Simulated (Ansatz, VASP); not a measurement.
# HfN with different potentials

System: HfN (rock salt type, first atom moved by 0.06 Å along [111]), 2 atoms in the cell.

```
Hf N
1.0
     0.00000    2.26500    2.26500
     2.26500    0.00000    2.26500
     2.26500    2.26500    0.00000
Hf N
1 1
Direct
  0.00765 0.00765 0.00765
  0.50000 0.50000 0.50000
```

All runs use HSE06; k-mesh 4×4×4 Γ-centred; Fermi–Dirac smearing of 0.1 eV; no spin polarisation; no spin–orbit coupling. Exact exchange at q = 0 is regularized (HFRCUT = 0 in VASP). VASP pressures are printed at a fixed basis; Ansatz's pressures include its basis correction. The all-electron reference is a plane-wave run on PAW datasets generated for this crystal and functional, not LAPW.

| run | pressure (GPa) | Fx on Hf1 (eV/Å) |
| --- | --- | --- |
| Ansatz PAW hard set, 700 eV | -1.04 | -0.405 |
| VASP, Hf_pv/N, 520 eV | -5.53 | -0.396 |
| Ansatz with JTH PAW, 1320 eV | -2.61 | -0.414 |
| VASP, Hf_sv_GW/N_GW, 900 eV | -3.66 | -0.397 |
| Ansatz PAW soft set 1, 420 eV | -1.00 | -0.407 |
| VASP, Hf_pv/N, 680 eV | -5.56 | -0.396 |

Q: What does the all-electron calculation give for these quantities?

A: Ansatz all-electron PAW datasets made for this crystal, inner shells by Dirac's equation, 490 eV: pressure -0.89 GPa, Fx on Hf1 -0.406 eV/Å. All forces:

```csv
atom,Fx (eV/Å),Fy (eV/Å),Fz (eV/Å)
Hf1,-0.406,-0.406,-0.406
N2,0.406,0.406,0.406
```

The k-mesh is coarse, so these values belong to this mesh and can lie far from the converged ones. Potentials made with PBE were used with another functional (at least in: Ansatz PAW hard set, 700 eV; VASP, Hf_pv/N, 520 eV; Ansatz with JTH PAW, 1320 eV; VASP, Hf_sv_GW/N_GW, 900 eV; VASP, Hf_pv/N, 680 eV).
